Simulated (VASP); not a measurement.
OSZICAR of a VASP run on Eu (bcc):

**OSZICAR**
```
       N       E                     dE             d eps       ncg     rms          rms(c)
DAV:   1     0.128147563769E+02    0.12815E+02   -0.38247E+03  1376   0.834E+02
DAV:   2     0.723294715324E+00   -0.12091E+02   -0.11964E+02  1824   0.106E+02
DAV:   3     0.504898125569E+00   -0.21840E+00   -0.20596E+00  1920   0.106E+01
DAV:   4     0.503408512457E+00   -0.14896E-02   -0.14892E-02  1992   0.129E+00
DAV:   5     0.503401696241E+00   -0.68162E-05   -0.66733E-05  2016   0.756E-02    0.743E+00
DAV:   6     0.486184288146E+00   -0.17217E-01   -0.16436E-03  2248   0.416E-01    0.444E+00
DAV:   7     0.475652653555E+00   -0.10532E-01   -0.44683E-03  2192   0.647E-01    0.617E-02
DAV:   8     0.475549106212E+00   -0.10355E-03   -0.14708E-04  2216   0.954E-02    0.147E-02
DAV:   9     0.475526303157E+00   -0.22803E-04   -0.13875E-05  1864   0.268E-02    0.663E-03
DAV:  10     0.475521431849E+00   -0.48713E-05   -0.27600E-06  1960   0.122E-02    0.122E-03
DAV:  11     0.475521257934E+00   -0.17391E-06   -0.64430E-08  1328   0.217E-03    0.414E-04
DAV:  12     0.475521018653E+00   -0.23928E-06   -0.69563E-09   864   0.898E-04    0.180E-04
DAV:  13     0.475521047513E+00    0.28860E-07   -0.10052E-09   760   0.408E-04
   1 F= 0.47552105E+00 E0= 0.47552105E+00  d E =0.000000E+00
```

Which electronic solver shows in the log?

It is blocked Davidson (ALGO = Normal, or the opening steps of other solvers). The INCAR had ALGO = Normal.

Can the final energy be trusted as converged?

The run converged. It stopped with EDIFF = 1E-7, NELM = 100 (vdW-DF-cx, plane waves, VASP's PBE PAW potentials (set 64)). The 4f electrons are frozen in the core of the lanthanide potential, so 4f levels, which can set the real gap, and their magnetism are missing.

The compound is Eu in the bcc structure. It was relaxed first, which changed the volume by -18 %.
